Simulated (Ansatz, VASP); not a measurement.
# LiMgF3: VASP beside Ansatz

Wanted: the spread between two codes on one cell, functional and k mesh. The cell is generated by rule, not measured, and may not be a known phase. The cell is taken from a series of runs on this material, whose earlier steps may have relaxed, scaled, displaced or heated it; both programs get it as it stands.

Main program and level: Ansatz 0.2.0; plane waves, with VASP 6.6.1 beside it; zone-centre phonons at PBEsol.

The structure was built from a prototype and need not be the compound's stable phase.

**1. The starting structure**

It takes space group Amm2 (No. 38, orthorhombic). Conventional cell: a = 3.835 Å, b = 5.429 Å, c = 5.767 Å, α = 90.00°, β = 90.00°, γ = 90.00°. Nearest to Li lie 5 F at 1.85 to 2.32 Å. Mg has 6 F at 1.92 to 2.04 Å nearest. Nearest to F lie 2 Mg at 1.94 to 2.04 Å and 2 Li at 2.32 Å. Nearest to F lie 1 Li at 1.85 Å and 2 Mg at 1.92 Å. Farther neighbours and most contacts between anions are not listed.

Coordinates:

```cif
data_structure
_symmetry_space_group_name_H-M 'P 1'
_symmetry_Int_Tables_number 1
_cell_length_a 3.8345
_cell_length_b 3.9601
_cell_length_c 3.9601
_cell_angle_alpha 86.538
_cell_angle_beta 90.000
_cell_angle_gamma 90.000
_cell_volume 60.02
loop_
_atom_site_label
_atom_site_type_symbol
_atom_site_fract_x
_atom_site_fract_y
_atom_site_fract_z
_atom_site_occupancy
Li1 Li 0.00000 0.84828 0.84828 1
Mg2 Mg 0.50000 0.49841 0.49841 1
F3 F 0.50000 0.54938 0.00777 1
F4 F 0.50000 0.00777 0.54938 1
F5 F 0.00000 0.52756 0.52756 1
```

**2. VASP: zone-centre phonons, PBEsol**

Second derivatives magnify differences that forces hide, and they need a tight electronic threshold.

Lines of VASP's logs that name or quote its potential files are left out, and so is its time.

Contents of INCAR:

```
SYSTEM = LiMgF3
PREC = Accurate
ENCUT = 750
EDIFF = 1E-08
NELM = 120
ISMEAR = 0
SIGMA = 0.01
LREAL = .FALSE.
ALGO = Normal
GGA = PS
NBANDS = 19
LORBIT = 11
LWAVE = .FALSE.
LCHARG = .FALSE.
ISIF = 2
IBRION = 8
LEPSILON = .TRUE.
LASPH = .TRUE.
GGA_COMPAT = .FALSE.
EFERMI = MIDGAP
KPAR = 4
```

Contents of POSCAR:

```
LiMgF3
1.0
    3.8345116546      0.0000000000      0.0000000000
    0.0000000000      2.7143444137      2.8834934984
    0.0000000000     -2.7143444137      2.8834934984
Li Mg F
1 1 3
Direct
    0.0000000000      0.8482794944      0.8482794944
    0.5000000000      0.4984124482      0.4984124482
    0.5000000000      0.5493774156      0.0077684806
    0.5000000000      0.0077684806      0.5493774156
    0.0000000000      0.5275605394      0.5275605394
```

Contents of KPOINTS:

```
Automatic mesh
0
Gamma
6 6 6
0 0 0
```

PAW data sets: Li_sv, Mg and F (PBE family, release 64).

Command:

```
> mpirun -np 4 vasp_std
```

Numbers of over 12 decimals in the logs are rounded to 6 here.

Log:

```text
[banner, memory and clock lines left out]
running    4 mpi-ranks, on    1 nodes
 distrk:  each k-point on    1 cores,    4 groups
 distr:  one band on    1 cores,    1 groups

 POSCAR found type information on POSCAR LiMgF
 POSCAR found :  3 types and       5 ions
|                                                                             |
|               ----> ADVICE to this user running VASP <----                  |
|                                                                             |
|     You enforced a specific xc type in the INCAR file but a different       |
|     [... a line on the potential file left out ...]
|     I HOPE YOU KNOW WHAT YOU ARE DOING!                                     |
|                                                                             |

 LDA part: xc-table for (Slater+PW92), standard interpolation
 POSCAR, INCAR and KPOINTS ok, starting setup
 FFT: planning ... GRIDC
 FFT: planning ... GRID_SOFT
 FFT: planning ... GRID
 WAVECAR not read
 entering main loop
       N       E                     dE             d eps       ncg     rms          rms(c)
DAV:   1     0.198131766726E+03    0.19813E+03   -0.17179E+04  1976   0.176E+03
DAV:   2    -0.141893841543E+02   -0.21232E+03   -0.20636E+03  2440   0.355E+02
DAV:   3    -0.267714836298E+02   -0.12582E+02   -0.12536E+02  2996   0.812E+01
DAV:   4    -0.273299511948E+02   -0.55847E+00   -0.55733E+00  3060   0.103E+01
DAV:   5    -0.273378713668E+02   -0.79202E-02   -0.79199E-02  2516   0.127E+00    0.805E+00
DAV:   6    -0.254677425727E+02    0.18701E+01   -0.68885E+00  2234   0.189E+01    0.276E+00
DAV:   7    -0.254299604319E+02    0.37782E-01   -0.12365E-01  2547   0.252E+00    0.171E+00
DAV:   8    -0.254310696253E+02   -0.11092E-02   -0.72541E-02  2302   0.291E+00    0.281E-01
DAV:   9    -0.254334120326E+02   -0.23424E-02   -0.97153E-03  2968   0.706E-01    0.137E-01
DAV:  10    -0.254358511106E+02   -0.24391E-02   -0.21121E-03  2099   0.330E-01    0.355E-02
DAV:  11    -0.254359672150E+02   -0.11610E-03   -0.15240E-04  2601   0.973E-02    0.134E-02
DAV:  12    -0.254359943918E+02   -0.27177E-04   -0.45809E-05  2206   0.548E-02    0.602E-03
DAV:  13    -0.254359942717E+02    0.12014E-06   -0.25388E-06  2715   0.153E-02    0.168E-03
DAV:  14    -0.254359945848E+02   -0.31305E-06   -0.84934E-07  2213   0.717E-03    0.116E-03
DAV:  15    -0.254359945875E+02   -0.27926E-08   -0.11793E-07  2679   0.287E-03    0.138E-04
DAV:  16    -0.254359945882E+02   -0.69849E-09   -0.44513E-09  1808   0.765E-04
   1 F= -.25435995E+02 E0= -.25435995E+02  d E =0.000000E+00
 Linear response reoptimize wavefunctions to high precision
DAV:   1    -0.254359945892E+02   -0.96861E-09   -0.10974E-09  1958   0.276E-04
DAV:   2    -0.254359945892E+02   -0.25466E-10   -0.56833E-11  1414   0.612E-05
 Linear response G [H, r] |phi>, progress :
  Direction:   1
       N       E                     dE             d eps       ncg     rms
RMM:   1    -0.984484918350E+02   -0.98448E+02    0.47466E+01  3301   0.159E+02
RMM:   2    -0.901042309310E+02    0.83443E+01   -0.21062E+01  3811   0.278E+01
RMM:   3    -0.900093293757E+02    0.94902E-01   -0.15189E+00  4274   0.648E+00
RMM:   4    -0.900569721976E+02   -0.47643E-01   -0.30537E-01  4455   0.261E+00
RMM:   5    -0.900694112961E+02   -0.12439E-01   -0.58715E-02  4511   0.109E+00
RMM:   6    -0.900717209649E+02   -0.23097E-02   -0.11501E-02  4561   0.468E-01
RMM:   7    -0.900721096451E+02   -0.38868E-03   -0.26535E-03  4309   0.166E-01
RMM:   8    -0.900721277656E+02   -0.18121E-04   -0.63679E-04  4247   0.739E-02
RMM:   9    -0.900721398587E+02   -0.12093E-04   -0.53093E-04  4248   0.368E-02
RMM:  10    -0.900721443585E+02   -0.44998E-05    0.37115E-04  4300   0.210E-02
RMM:  11    -0.900721463409E+02   -0.19824E-05   -0.14036E-03  4276   0.141E-02
RMM:  12    -0.900721479313E+02   -0.15905E-05   -0.16674E-03  4262   0.109E-02
RMM:  13    -0.900721480387E+02   -0.10740E-06   -0.81996E-04  4235   0.934E-03
RMM:  14    -0.900721475893E+02    0.44947E-06   -0.68360E-04  4191   0.862E-03
RMM:  15    -0.900721476270E+02   -0.37729E-07   -0.78419E-04  4110   0.827E-03
RMM:  16    -0.900721476876E+02   -0.60614E-07   -0.67469E-04  3958   0.810E-03
RMM:  17    -0.900721476823E+02    0.52722E-08   -0.65853E-04  3750   0.803E-03
 Linear response G [H, r] |phi>, progress :
  Direction:   2
       N       E                     dE             d eps       ncg     rms
RMM:   1    -0.941289095085E+02   -0.94129E+02    0.42148E+01  3410   0.143E+02
RMM:   2    -0.901732077916E+02    0.39557E+01   -0.14059E+01  3855   0.240E+01
RMM:   3    -0.901499005949E+02    0.23307E-01   -0.11442E+00  4283   0.566E+00
RMM:   4    -0.901859059939E+02   -0.36005E-01   -0.21937E-01  4499   0.221E+00
RMM:   5    -0.901940539125E+02   -0.81479E-02   -0.43444E-02  4565   0.921E-01
[...]
RMM:   9    -0.535670601209E+00    0.35268E-06   -0.13349E-07 10300   0.135E-03    0.434E-05
RMM:  10    -0.535671227230E+00   -0.62602E-06   -0.20068E-07 10529   0.763E-04    0.691E-06
RMM:  11    -0.535671299706E+00   -0.72476E-07   -0.19554E-07 10642   0.534E-04    0.503E-06
RMM:  12    -0.535671208369E+00    0.91337E-07   -0.42290E-07 10601   0.442E-04    0.172E-06
RMM:  13    -0.535671187803E+00    0.20566E-07   -0.40517E-07 10551   0.402E-04    0.823E-07
[...]
RMM:   8    -0.537486548623E+00   -0.49462E-06   -0.44643E-07  7192   0.283E-03    0.182E-04
RMM:   9    -0.537483494043E+00    0.30546E-05    0.15348E-08  7348   0.143E-03    0.577E-05
RMM:  10    -0.537484234995E+00   -0.74095E-06    0.27417E-07  7563   0.810E-04    0.284E-05
RMM:  11    -0.537484355879E+00   -0.12088E-06   -0.21050E-07  7581   0.529E-04    0.136E-05
RMM:  12    -0.537484271134E+00    0.84745E-07   -0.67460E-07  7634   0.416E-04    0.376E-06
RMM:  13    -0.537484253780E+00    0.17354E-07   -0.19923E-07  7587   0.366E-04    0.227E-06
RMM:  14    -0.537484254574E+00   -0.79395E-09   -0.16078E-07  7570   0.342E-04    0.425E-07
RMM:  15    -0.537484263633E+00   -0.90594E-08   -0.15614E-07  7410   0.332E-04    0.429E-07
RMM:  16    -0.537484259693E+00    0.39399E-08   -0.97538E-08  7223   0.327E-04    0.952E-08
 first order change of Fermi-energy  -0.22928E-01
 force on displaced ion       3 direction 3 :   0.000   4.962  -6.614
 Born effective charge ion    3 direction 3 :   0.000   0.218  -1.037
 Linear response progress:
  Degree of freedom:  10/ 12
       N       E                     dE             d eps       ncg     rms          rms(c)
RMM:   1    -0.539213754359E+00   -0.53921E+00    0.77673E-01  5045   0.422E+00
RMM:   2    -0.534310704740E+00    0.49030E-02   -0.74168E-03  4850   0.596E-01    0.111E-01
RMM:   3    -0.535954076963E+00   -0.16434E-02   -0.98669E-04  4873   0.166E-01    0.597E-02
RMM:   4    -0.538163313026E+00   -0.22092E-02   -0.65611E-04  4899   0.145E-01    0.125E-02
RMM:   5    -0.538248251891E+00   -0.84939E-04   -0.91130E-05  5511   0.436E-02    0.276E-03
RMM:   6    -0.538159003704E+00    0.89248E-04   -0.17847E-05  5622   0.171E-02    0.927E-04
RMM:   7    -0.538170941222E+00   -0.11938E-04   -0.26147E-06  5864   0.653E-03    0.293E-04
RMM:   8    -0.538168068757E+00    0.28725E-05   -0.43142E-07  5986   0.276E-03    0.676E-05
RMM:   9    -0.538168227475E+00   -0.15872E-06    0.62151E-07  6066   0.132E-03    0.347E-05
RMM:  10    -0.538168420697E+00   -0.19322E-06    0.72993E-07  6137   0.745E-04    0.658E-06
RMM:  11    -0.538168442264E+00   -0.21567E-07    0.41688E-07  6241   0.515E-04    0.318E-06
RMM:  12    -0.538168427083E+00    0.15181E-07    0.89983E-09  6193   0.414E-04    0.176E-06
RMM:  13    -0.538168422387E+00    0.46960E-08    0.14804E-07  6097   0.371E-04    0.936E-07
RMM:  14    -0.538168426379E+00   -0.39919E-08    0.24874E-07  5937   0.351E-04    0.368E-07
RMM:  15    -0.538168425577E+00    0.80110E-09    0.24500E-07  5755   0.342E-04    0.124E-07
RMM:  16    -0.538168425368E+00    0.20987E-09    0.17497E-07  5632   0.338E-04    0.113E-07
RMM:  17    -0.538168425008E+00    0.35957E-09    0.19229E-07  5330   0.337E-04    0.977E-08
 first order change of Fermi-energy  -0.42338E-04
 force on displaced ion       5 direction 1 : -16.616  -0.000   0.002
 Born effective charge ion    5 direction 1 :  -1.239   0.000  -0.000
 Linear response progress:
  Degree of freedom:  11/ 12
       N       E                     dE             d eps       ncg     rms          rms(c)
RMM:   1    -0.539626926879E+00   -0.53963E+00    0.57148E-01  6035   0.418E+00
RMM:   2    -0.533173162199E+00    0.64538E-02   -0.69218E-03  5637   0.609E-01    0.829E-02
RMM:   3    -0.534609777411E+00   -0.14366E-02   -0.78022E-04  5661   0.146E-01    0.437E-02
RMM:   4    -0.536365051673E+00   -0.17553E-02   -0.39183E-04  5779   0.112E-01    0.986E-03
RMM:   5    -0.536505105223E+00   -0.14005E-03   -0.70232E-05  6557   0.373E-02    0.322E-03
RMM:   6    -0.536419945494E+00    0.85160E-04   -0.13211E-05  6618   0.149E-02    0.932E-04
RMM:   7    -0.536426221040E+00   -0.62755E-05   -0.18571E-06  6875   0.552E-03    0.295E-04
RMM:   8    -0.536423816131E+00    0.24049E-05   -0.28364E-07  7096   0.233E-03    0.728E-05
RMM:   9    -0.536422790886E+00    0.10252E-05    0.52897E-07  7142   0.110E-03    0.577E-05
RMM:  10    -0.536423453280E+00   -0.66239E-06    0.80829E-07  7209   0.583E-04    0.159E-05
RMM:  11    -0.536423386343E+00    0.66936E-07    0.51554E-07  7264   0.391E-04    0.750E-06
RMM:  12    -0.536423372224E+00    0.14119E-07    0.11594E-07  7420   0.305E-04    0.323E-06
RMM:  13    -0.536423350410E+00    0.21814E-07    0.31913E-08  7307   0.266E-04    0.130E-06
RMM:  14    -0.536423348688E+00    0.17222E-08   -0.17905E-08  7382   0.248E-04    0.787E-07
 first order change of Fermi-energy   0.29272E-04
 force on displaced ion       5 direction 2 :   0.000  -1.682  -0.001
 Born effective charge ion    5 direction 2 :   0.000  -0.828   0.000
 Linear response progress:
  Degree of freedom:  12/ 12
       N       E                     dE             d eps       ncg     rms          rms(c)
RMM:   1    -0.540888316828E+00   -0.54089E+00    0.58490E-01  3893   0.423E+00
RMM:   2    -0.533459237054E+00    0.74291E-02   -0.74983E-03  3717   0.640E-01    0.941E-02
RMM:   3    -0.534926576893E+00   -0.14673E-02   -0.10112E-03  3964   0.203E-01    0.500E-02
RMM:   4    -0.536725203774E+00   -0.17986E-02   -0.43064E-04  3914   0.127E-01    0.122E-02
RMM:   5    -0.536936088688E+00   -0.21088E-03   -0.98063E-05  4600   0.510E-02    0.690E-03
RMM:   6    -0.536916399527E+00    0.19689E-04   -0.14247E-05  4551   0.202E-02    0.173E-03
RMM:   7    -0.536890790992E+00    0.25609E-04   -0.32689E-06  4618   0.905E-03    0.725E-04
RMM:   8    -0.536891070895E+00   -0.27990E-06   -0.81781E-07  4596   0.388E-03    0.238E-04
RMM:   9    -0.536888911899E+00    0.21590E-05   -0.63978E-07  4786   0.186E-03    0.100E-04
RMM:  10    -0.536888792555E+00    0.11934E-06   -0.13349E-06  4764   0.952E-04    0.394E-05
RMM:  11    -0.536889373810E+00   -0.58126E-06   -0.70940E-07  4818   0.589E-04    0.253E-05
RMM:  12    -0.536889422751E+00   -0.48941E-07   -0.51284E-07  4847   0.409E-04    0.132E-05
RMM:  13    -0.536889444062E+00   -0.21311E-07   -0.24097E-07  4833   0.342E-04    0.544E-06
RMM:  14    -0.536889403470E+00    0.40591E-07   -0.18728E-07  4681   0.304E-04    0.418E-06
RMM:  15    -0.536889414592E+00   -0.11121E-07   -0.99197E-08  4726   0.286E-04    0.145E-06
RMM:  16    -0.536889414930E+00   -0.33812E-09   -0.15166E-07  4703   0.277E-04    0.121E-06
RMM:  17    -0.536889414994E+00   -0.64356E-10   -0.93463E-08  4595   0.274E-04    0.213E-07
 first order change of Fermi-energy  -0.74230E-01
 force on displaced ion       5 direction 3 :   0.000  -0.000  -5.356
 Born effective charge ion    5 direction 3 :   0.000   0.000  -0.896
 Born effective charges drift removed
 Linear response finished
```

(Part 1 of 3 ends here.)

[Lines on the potential files, build, host, timing and source positions are cut from VASP's logs without a mark.]

[Logs are printed without paths, hosts, clocks, repeated set-up lines and the standing remarks that a program may print on its own settings, such as how far it seeks lower states.]

[Hosts, paths, dates, database ids (printed as entryN), source tags and the programs' standing remarks are cut or masked in the printed files.]
